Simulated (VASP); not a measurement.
# ClSnIH2 in VASP: further runs, part 3 of 3

VASP 6.6.1. Earlier steps stand in the parts before.

## Step 6: Single point, SCAN+D3(BJ)

File INCAR:

```
ALGO = Normal
EDIFF = 1E-6
ENCUT = 900
ISIF = 2
ISMEAR = 0
IVDW = 12
LASPH = T
LCHARG = T
LELF = T
LMIXTAU = T
LREAL = F
LVACPOTAV = T
LVHAR = T
LWAVE = F
METAGGA = SCAN
NELM = 80
PREC = Accurate
SIGMA = 0.01
```

File KPOINTS:

```
k-points
0
Gamma
  1 1 1
```

File POSCAR:

```
SnH2ICl
1.0
   13.0000000000      0.0000000000      0.0000000000
    0.0000000000     12.0000000000      0.0000000000
    0.0000000000      0.0000000000     13.0000000000
Cl Sn I H
1 1 1 2
Direct
    0.3671038500      0.5631375000      0.5299500000
    0.5225038500      0.4999041700      0.4638423100
    0.6348961500      0.4257458300      0.6210269200
    0.4947730800      0.3918791700      0.3842038500
    0.5820038500      0.6116208300      0.4101653800
```

Potentials or basis: VASP PAW PBE potentials, release 64 (Cl_h, Sn_d, I, H_h).

Launch:

```
cat potpaw_PBE.64/Cl_h/POTCAR potpaw_PBE.64/Sn_d/POTCAR potpaw_PBE.64/I/POTCAR potpaw_PBE.64/H_h/POTCAR > POTCAR
mpirun -np 1 vasp_gam > vasp.out
```

OUTCAR:

```text
EDIFF = 1E-6
   ENCUT = 900
   ISIF = 2
   ISMEAR = 0
   IVDW = 12
   LASPH = T
   LREAL = F
   METAGGA = SCAN
   NELM = 80
   PREC = Accurate
 IVDW          = 12

 ion  position               nearest neighbor table
   1  0.367  0.563  0.530-   2 2.32
   2  0.523  0.500  0.464-   4 1.70   5 1.70   1 2.32   3 2.66
   3  0.635  0.426  0.621-   2 2.66
   4  0.495  0.392  0.384-   2 1.70
   5  0.582  0.612  0.410-   2 1.70

  LATTYP: Found a simple tetragonal cell.
 ALAT       =    13.0000000000
 C/A-ratio  =     0.9230769231

  Lattice vectors:

 A1 = ( -13.0000000000,   0.0000000000,   0.0000000000)
 A2 = (   0.0000000000,   0.0000000000,  13.0000000000)
 A3 = (   0.0000000000,  12.0000000000,   0.0000000000)

Analysis of symmetry for initial positions (statically):
=====================================================================
 Subroutine PRICEL returns:
 Original cell was already a primitive cell.

 Routine SETGRP: Setting up the symmetry group for a
 simple tetragonal supercell.

 Subroutine GETGRP returns: Found  1 space group operations
 (whereof  1 operations were pure point group operations)
 out of a pool of 16 trial point group operations.

The static configuration has the point symmetry C_1 .

Analysis of symmetry for dynamics (positions and initial velocities):
=====================================================================
 Subroutine PRICEL returns:
 Original cell was already a primitive cell.

 Routine SETGRP: Setting up the symmetry group for a
 simple tetragonal supercell.

 Subroutine GETGRP returns: Found  1 space group operations
 (whereof  1 operations were pure point group operations)
 out of a pool of 16 trial point group operations.

[... 98 lines left out ...]
   EFERMI_NEDOS =   21; number of points for ismear=-14 and -15
   IALGO  =     38    algorithm
   IMIX   =      4    mixing-type and parameters
     AMIX     =   0.40;   BMIX     =  1.00
     AMIX_MAG =   1.60;   BMIX_MAG =  1.00
  volume/ion in A,a.u.               =     405.60      2737.12
  Fermi-wavevector in a.u.,A,eV,Ry     =   0.401876  0.759436  2.197405  0.161505
  Thomas-Fermi vector in A             =   1.351762
   LORBIT       =      0    0 simple, 1 ext, 2 COOP (PROOUT), +10 PAW based schemes
   METAGGA = SCAN    functional components
   LHFCALC =     F    Hartree Fock is set to
   AEXX    =    0.0000 exact exchange contribution
   IVDW    =    12    specifies the selected vdW correction
   LEPSILON=     F    determine dielectric tensor
   LRPA    =     F    only Hartree local field effects (RPA)
 non-spin polarized calculation
 Gauss-broadening in eV      SIGMA  =   0.01
  energy-cutoff  :      900.00
  volume of cell :     2028.00
 maximum number of plane-waves:     62196
 NGX is ok and might be reduce to   126
   NGX = 63   NGY = 59   NGZ = 63

 number of electron      29.9999999 magnetization

 Free energy of the ion-electron system (eV)
  ---------------------------------------------------
  ext. energy  EPLUGINS =         0.00000000
  ---------------------------------------------------
  free energy    TOTEN  =       -88.31075258 eV

  energy without entropy =      -88.31075258  energy(sigma->0) =      -88.31075258

 E-fermi :  -6.5348     XC(G=0):  -0.6693

 val. band max:       -6.6033794392   @ k =   0.0000   0.0000   0.0000
 cond. band min:      -2.0672043559   @ k =   0.0000   0.0000   0.0000
 fundamental gap:      4.5361750833
 Fermi energy:        -6.5347643401

 k-point     1 :       0.0000    0.0000    0.0000
  band No.  band energies     occupation
      1     -27.4199      2.00000
      2     -27.3366      2.00000
      3     -27.2795      2.00000
      4     -27.1920      2.00000
      5     -27.1794      2.00000
      6     -20.6898      2.00000
[... 11 lines left out ...]
     18      -0.2605      0.00000
     19       0.3837      0.00000

------------------------ aborting loop because EDIFF is reached ----------------------------------------

 Edisp (eV)   -0.02756

 E6    (eV) :    -0.0276

 E8    (eV) :     0.0000

  FORCE on cell =-STRESS in cart. coord.  units (eV):
  Direction    XX          YY          ZZ          XY          YZ          ZX
  --------------------------------------------------------------------------------------
  -------------------------------------------------------------------------------------
  Total       0.18659    -0.02725     0.12721    -0.14241    -0.05089     0.05502
  in kB       0.14741    -0.02153     0.10050    -0.11251    -0.04021     0.04347
  external pressure =        0.08 kB  Pullay stress =        0.00 kB

 VOLUME and BASIS-vectors are now :
 -----------------------------------------------------------------------------
  energy-cutoff  :      900.00
  volume of cell :     2028.00
      direct lattice vectors                 reciprocal lattice vectors
    13.000000000  0.000000000  0.000000000     0.076923077  0.000000000  0.000000000
     0.000000000 12.000000000  0.000000000     0.000000000  0.083333333  0.000000000
     0.000000000  0.000000000 13.000000000     0.000000000  0.000000000  0.076923077

 POSITION                                       TOTAL-FORCE (eV/Angst)
 -----------------------------------------------------------------------------------
      4.77235      6.75765      6.88935        -0.082630      0.032728      0.031584
      6.79255      5.99885      6.02995         0.063356     -0.009669     -0.156248
      8.25365      5.10895      8.07335         0.051939     -0.034087      0.082353
      6.43205      4.70255      4.99465        -0.008125      0.023929      0.023270
      7.56605      7.33945      5.33215        -0.024540     -0.012900      0.019040
 -----------------------------------------------------------------------------------
    total drift:                                0.001245     -0.005257      0.006445

  FREE ENERGIE OF THE ION-ELECTRON SYSTEM (eV)
  ---------------------------------------------------
  free  energy   TOTEN  =       -88.3383088682 eV

  energy  without entropy=      -88.3383088682  energy(sigma->0) =      -88.33830887
```

OSZICAR:

```text
N       E                     dE             d eps       ncg     rms          rms(c)
DAV:   1     0.191160121620E+03    0.19116E+03   -0.11295E+04    46   0.145E+03
DAV:   2    -0.275402951894E+02   -0.21870E+03   -0.20939E+03    60   0.227E+02
DAV:   3    -0.900118708691E+02   -0.62472E+02   -0.62325E+02    52   0.112E+02
[... 37 lines left out ...]
DAV:  41    -0.883107522890E+02    0.34073E-05   -0.44184E-05    38   0.981E-02    0.402E-04
DAV:  42    -0.883107555760E+02   -0.32870E-05   -0.42756E-05    38   0.982E-02    0.272E-04
DAV:  43    -0.883107552811E+02    0.29483E-06   -0.63063E-05    38   0.118E-01    0.258E-04
DAV:  44    -0.883107527403E+02    0.25408E-05   -0.33141E-05    38   0.859E-02    0.263E-04
DAV:  45    -0.883107525804E+02    0.15985E-06   -0.29400E-06    30   0.267E-02
   1 F= -.88338309E+02 E0= -.88338309E+02  d E =-.201698E-22
```

stdout:

```text
POSCAR found type information on POSCAR ClSnI H
 POSCAR found :  4 types and       5 ions
 scaLAPACK will be used
 -----------------------------------------------------------------------------
|                                                                             |
|                                                                             |
|     You enforced a specific xc type in the INCAR file but a different       |
|     I HOPE YOU KNOW WHAT YOU ARE DOING!                                     |
|                                                                             |
 -----------------------------------------------------------------------------

 LDA part: xc-table for (None), standard interpolation
 POSCAR, INCAR and KPOINTS ok, starting setup
 FFT: planning ... GRIDC
 FFT: planning ... GRID_SOFT
 FFT: planning ... GRID
 WAVECAR not read
 entering main loop
```

Wall time 23 min (1 thread of AMD EPYC 9R45 (Zen 5), shared host); peak memory 3.7 GiB.

Results:

```
Free energy                     : -88.3383 eV
Largest force                   : 0.169 eV/Å
Gap between the frontier levels : 4.54 eV
Dispersion energy per atom      : -0.006 eV
```

Forces in eV/Å, atoms in the order of the input:
```
Cl  -0.083  0.033  0.032
Sn   0.063 -0.010 -0.156
I    0.052 -0.034  0.082
H   -0.008  0.024  0.023
H   -0.025 -0.013  0.019
```

Caveat: the PAW data sets were made with another functional, which shifts forces and pressure a little; spin-orbit coupling is left out, which moves the levels of the heavy elements.

## Step 7: Summary

```tsv
task	level	potentials or basis	cell	cutoff (eV)	gap on the mesh (eV)	largest force (eV/Å)
single point	PBE	VASP PAW PBE potentials, release 64 (Cl, Sn_d, I, H)	atoms moved at random, drawn with an rms of 0.05 Å	520	4.20	1.35
relaxation of the atoms	PBE	VASP PAW PBE potentials, release 64 (Cl, Sn_d, I, H)	atoms relaxed from: atoms moved at random, drawn with an rms of 0.02 Å	520	3.89	0.01
atomic charges	PBE+TS	VASP PAW PBE potentials, release 64 (Cl, Sn_d, I, H)	as given	520	4.08	0.39
electron localisation function	PBE	VASP PAW PBE potentials, release 64 (Cl, Sn_d, I, H)	as given	520	4.08	0.38
single point	SCAN+D3(BJ)	VASP PAW PBE potentials, release 64 (Cl_h, Sn_d, I, H_h)	as given	900	4.54	0.17
```

Alike in all rows: no spin polarisation; k mesh 1 × 1 × 1; smearing gaussian 0.01 eV.

Caveats: spin-orbit coupling is left out, which moves the levels of the heavy elements; the PAW data sets were made with another functional, which shifts forces and pressure a little (some runs).

Total energies depend on the potentials used, so only differences within one code and one set of settings carry meaning.
